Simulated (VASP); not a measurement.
Here is the system:

```cif
data_W
_chemical_formula_sum 'W1'
_space_group_name_H-M_alt 'P 1'
_space_group_IT_number 1
_cell_length_a 2.80939
_cell_length_b 2.80939
_cell_length_c 2.80939
_cell_angle_alpha 109.471
_cell_angle_beta 109.471
_cell_angle_gamma 109.471
loop_
_space_group_symop_operation_xyz
  'x, y, z'
loop_
_atom_site_label
_atom_site_type_symbol
_atom_site_fract_x
_atom_site_fract_y
_atom_site_fract_z
_atom_site_occupancy
W1 W 0.00000 0.00000 0.00000 1
```

Calculation: vdW-DF2, VASP's PBE PAW potentials (set 64) (plane waves; VASP). Run with 520 eV cut-off, 16×16×16 Γ-centred mesh, first-order Methfessel-Paxton smearing of 0.10 eV, potentials W_sv.

Task: Give the energy at these volumes per atom, relative to the lowest: 16.07, 16.59, 17.10, 17.61, 18.13 Å³.

Result: 54.1, 11.9, 0.0, 13.6, 48.8 meV/atom. A third-order Birch-Murnaghan fit gives B0 = 267 GPa and B0′ = 4.6.

Measured: bulk modulus 312 GPa at 0 K (computed value off by -14.4 %), as given by Vázquez-Parga, Fernández-Martínez, Viñes, J. Chem. Theory Comput. (2023), doi:10.1021/acs.jctc.3c00612, Supporting … [zero-point energy and finite temperature contributions removed]; a 3.160 Å at 0 K (computed value off by +2.7 %), as given by Daniel Mejia-Rodriguez et al., Physical Review B (2018), arXiv:1807.09216 [static lattice: zero-point anharmonic expansion removed].

The compound is W in the bcc structure. It was relaxed first, which changed the volume by +8 %.
